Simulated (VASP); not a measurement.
Calculation: HSE06 screened hybrid, VASP's PBE PAW potentials (set 64) (plane waves; VASP 6.6.1).

Input for VASP

File POSCAR:
```
B32N31Si
1
    7.2488848260     0.0000000000     0.0000000000
    0.0000000000     7.2488848260     0.0000000000
    0.0000000000     0.0000000000     7.2488848260
B N Si
32 31 1
Direct
  0.5011789784   0.9970784577   0.9971939189
  0.7511129685   0.2492020525   0.9991416209
  0.7511031960   0.9990940701   0.2493282684
  0.0005537439   0.9998219182   0.9999559608
  0.2478568574   0.2504037229   0.9972430170
  0.5000248469   0.5003136364   0.9991821102
  0.7499389268   0.7524428857   0.9972483984
  0.2478989656   0.9971293353   0.2505602053
  0.4831248496   0.2323232729   0.2323954836
  0.7680143979   0.5172098023   0.2325280329
  0.4999983183   0.9990512659   0.5004683040
  0.7679007537   0.2323417343   0.5173605670
  0.7499217740   0.9970605924   0.7526103529
  0.0032296875   0.4991581283   0.9972242198
  0.2506152340   0.7497720539   0.9999447528
  0.0012445165   0.2492187254   0.2493734233
  0.2498654005   0.5003478605   0.2493249804
  0.5000169331   0.7504829831   0.2493384445
  0.0032523654   0.9971196416   0.4992719687
  0.2498695490   0.2492732777   0.5004364834
  0.4830826109   0.5172572708   0.5173432780
  0.7511258932   0.7505233651   0.5004643131
  0.2506400683   0.9998386529   0.7498265296
  0.4999724938   0.2492526155   0.7505992858
  0.7511272175   0.5003465704   0.7505980335
  0.0032659042   0.7525085376   0.2505448353
  0.0012641701   0.5003396826   0.5004338901
  0.2478550412   0.7524633826   0.4992719370
  0.0032366774   0.2504130373   0.7525745997
  0.2478427261   0.4991572171   0.7526025198
  0.5011784582   0.7524418726   0.7526130710
  0.0005477346   0.7497406805   0.7498734210
  0.6246536997   0.1173510206   0.1174426040
  0.8829781255   0.3756720927   0.1174872447
  0.8829485248   0.1173959599   0.3758340576
  0.1251427465   0.1238820740   0.1240281266
  0.3681428865   0.3738679597   0.1174537885
  0.6264760219   0.6321724994   0.1175068419
  0.8764705992   0.8752043981   0.1240060371
  0.3681871477   0.1173725070   0.3740034622
  0.8830222269   0.6322309806   0.3739984668
  0.6264434594   0.1173168756   0.6323851058
  0.8829788720   0.3738705572   0.6323060668
  0.8764889115   0.1238617218   0.8753089857
  0.1259838766   0.6256989682   0.1239924211
  0.3746684384   0.8743701204   0.1240027922
  0.1255700520   0.3748093994   0.3748877239
  0.3681326970   0.6322101126   0.3757962062
  0.6255683758   0.8747802364   0.3749070250
  0.1259991786   0.1239126144   0.6257697534
  0.3681337209   0.3757265005   0.6323246975
  0.6246658012   0.6322056787   0.6323093183
  0.8764828308   0.8743825256   0.6257979962
  0.3746459795   0.1238875495   0.8744772996
  0.6255748992   0.3747804667   0.8748687883
  0.8764822189   0.6256694004   0.8744835204
  0.1255658327   0.8748296955   0.3749128220
  0.1251282045   0.6256888925   0.6258260062
  0.3746600645   0.8751647825   0.6258110060
  0.1255403844   0.3747958532   0.8749270553
  0.3746620190   0.6256782421   0.8753223767
  0.6255625878   0.8747267388   0.8749178346
  0.1255832556   0.8747987847   0.8748811816
  0.6255591025   0.3747654896   0.3749181607
```

### KPOINTS
```
Automatic
0
gamma
1 1 1
```

INCAR:
```
# general
SYSTEM    =  B32N31Si
PREC      =  Normal
ENCUT     =  400
LREAL     =  Auto
LASPH     =  .True.
ISYM      =  0
NELECT    =  256.0

# electronic loop
EDIFF     =  1E-5
NELM      =  50
NELMIN    =  4
ALGO      =  Normal

# smearing
ISMEAR    =  0
SIGMA     =  0.05

# functional
GGA       =  PE
LHFCALC   =  .True.
AEXX      =  0.25
HFSCREEN  =  0.2
PRECFOCK  =  Fast

# ions
ISIF      =  0

# output
LWAVE     =  .False.
LCHARG    =  .False.
```

POTCAR, in this order: B N Si (PBE.64 set). Program: vasp_gam. Read from the step before: WAVECAR.

The cell is charged, with a uniform compensating background. The supercell is sampled at Γ alone, which is coarse: total energies, pressure and levels can be off, energies of defects by several tenths of an eV.

Task: Estimate the energy per atom (σ→0).

Result: 
```yaml
energy per atom (σ→0): -9.765 eV/atom
```

### OSZICAR
```
...
DAV:   3    -0.624960720307E+03    0.17990E-01   -0.99468E-03   372   0.275E-01    0.168E+00
DAV:   4    -0.624955842961E+03    0.48773E-02   -0.59930E-03   372   0.189E-01    0.982E-01
DAV:   5    -0.624954653589E+03    0.11894E-02   -0.12198E-03   372   0.900E-02    0.569E-01
DAV:   6    -0.624954270578E+03    0.38301E-03   -0.24820E-04   363   0.459E-02    0.328E-01
DAV:   7    -0.624954155053E+03    0.11552E-03   -0.78963E-05   363   0.270E-02    0.187E-01
DAV:   8    -0.624954121991E+03    0.33062E-04   -0.17750E-05   220   0.138E-02    0.109E-01
DAV:   9    -0.624954112260E+03    0.97311E-05   -0.63772E-06   227   0.862E-03
   1 F= -.62495411E+03 E0= -.62495411E+03  d E =-.867635E-12
```

The cell is a supercell with a defect, built from BN (zinc blende): Si_N, charge -1. The cell's shape comes from a PBE relaxation. The run is not spin-polarised, so no state with unpaired spins was tried.
